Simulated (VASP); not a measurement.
Energy against volume of Ni$_{3}$Fe (L1_2). All values below come from vdW-DF2, VASP's PBE PAW potentials (set 64) (plane waves; VASP 6.6.1). Run with 520 eV cut-off, 9×9×9 Γ-centred mesh, first-order Methfessel-Paxton smearing of 0.10 eV, potentials Fe Ni.

| V (Å³/atom) | E (eV/atom) |
|---|---|
| 11.234 | -2.86418 |
| 11.592 | -2.88081 |
| 11.951 | -2.88510 |
| 12.309 | -2.87945 |

Question: Fit these four points and predict the energy of the run at 12.668 Å³/atom.

Answer: A cubic in V^(−2/3), the third-order Birch-Murnaghan form, passes through the four points with V0 = 11.91 Å³/atom and B0 = 151 GPa, and gives -2.8658 eV/atom there. The run gave -2.8656 eV/atom, +0.2 meV/atom from the fit; all five points give B0 = 151 GPa.

The compound is Ni3Fe in the L1_2 structure. It was relaxed first, which changed the volume by +7 %.
